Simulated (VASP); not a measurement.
NiMoIrPdW:

```
Ni Mo Pd Ir W
1.0
     2.76078    0.00000    0.00000
    -1.38039    2.39090    0.00000
     0.00000    0.00000   11.34051
Ni Mo Pd Ir W
1 1 1 1 1
Cartesian
  0.0000 0.0000 8.0423
  1.3804 0.7970 3.3369
  1.3804 0.7970 10.1952
  0.0000 0.0000 1.2025
  1.3804 0.7970 6.0015
```

The cell was built by a generator and needn't be a form met in nature.

| Quantity | Value |
| --- | --- |
| Program | VASP 6.6.1 |
| Task | relaxation of cell and atoms |
| Functional | rev-vdW-DF2 |
| Potentials or basis | VASP PAW PBE potentials, release 64 (Ni, Mo_sv, Pd, Ir, W_sv) |
| Cutoff | 600 eV |
| k mesh | 11 × 11 × 3 |
| Occupations | fermi-dirac, width 0.05 eV |
| Spin | collinear spin, ferromagnetic start |
| Starting moments | [1.0, 1.0, 0.0, 0.6, 0.0] μB |

At the start: pressure -3.5 GPa; volume 14.97 Å³/atom.

Task: Where does the relaxation end?

Result: Over 8 steps the energy falls by 3.8 meV/atom and the volume is 14.73 Å³/atom (-1.6 %); space group P3m1 (No. 156, to 0.05 Å); moment 0.00 μB per cell.

The path:
| step | energy change (eV) | largest force (eV/Å) | pressure (GPa) | volume (Å³) |
| --- | --- | --- | --- | --- |
| 1 | 0.0000 | 0.2964 | -3.47 | 74.86 |
| 2 | 0.0375 | 0.2902 | 8.20 | 71.40 |
| 3 | -0.0152 | 0.2935 | 0.33 | 73.63 |
| 4 | -0.0185 | 0.0785 | -0.06 | 73.61 |
| 5 | -0.0186 | 0.0593 | -0.07 | 73.62 |
| 6 | -0.0190 | 0.0424 | 0.16 | 73.55 |
| 7 | -0.0191 | 0.0364 | 0.17 | 73.51 |
| 8 | -0.0192 | 0.0145 | -0.17 | 73.64 |

Final structure:
```
Ni Mo Pd Ir W
1.0
     2.74858    0.00000    0.00000
    -1.37430    2.38034    0.00000
     0.00000    0.00000   11.25550
Ni Mo Pd Ir W
1 1 1 1 1
Direct
  0.00000 0.00000 0.70998
  0.66667 0.33333 0.29560
  0.66667 0.33333 0.89827
  0.00000 0.00000 0.10426
  0.66667 0.33333 0.52956
```

Caveat: the PAW data sets were made with another functional, which shifts forces and pressure a little.
